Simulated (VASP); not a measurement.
AgCl (rock salt): computed properties

The numbers are results of PBEsol GGA, VASP's PBE PAW potentials (set 64) (plane waves; VASP), not measurements.

```json
{
  "space_group": "Fm-3m (225)",
  "cell": "a = b = c = 5.4393 Å, α = β = γ = 90.00°",
  "volume_per_atom": "20.12 Å³/atom",
  "band gap (over mesh and band path)": "0.72 eV",
  "smallest direct gap (over mesh and band path)": "3.04 eV",
  "band_edge_character_without_spin_orbit_coupling": "indirect, L to Γ",
  "band_gap_with_spin_orbit_coupling": "0.68 eV",
  "density": "5.92 g/cm³",
  "mean ε∞ (DFPT)": "5.48",
  "mean ε∞ (independent particles)": "5.70"
}
```

AgCl has the cubic space group Fm-3m (No. 225), the rock salt structure, Pearson symbol cF8. Conventional cell: a = b = c = 5.4393 Å, α = β = γ = 90.00°. Ag on 4a sees 6 Cl at 2.720 Å (octahedral). Cl on 4b has 6 Ag at 2.720 Å (octahedral). (Neighbours: up to the widest gap in distance over summed covalent radii, below 1.35, at either atom; cation-cation and far metal-metal contacts left out.)
(The calculation used a cell of 2 atoms; values per cell refer to that cell.)

Measured: ε∞ 4.00 at 300 K (computed value off by +37.1 %), as given by Rakita et al., (2019), arXiv:1907.03971.

The compound is AgCl in the rock salt structure. It was relaxed first, which changed the volume by -6 %. Symmetry was kept, so distortions that lower it aren't found.
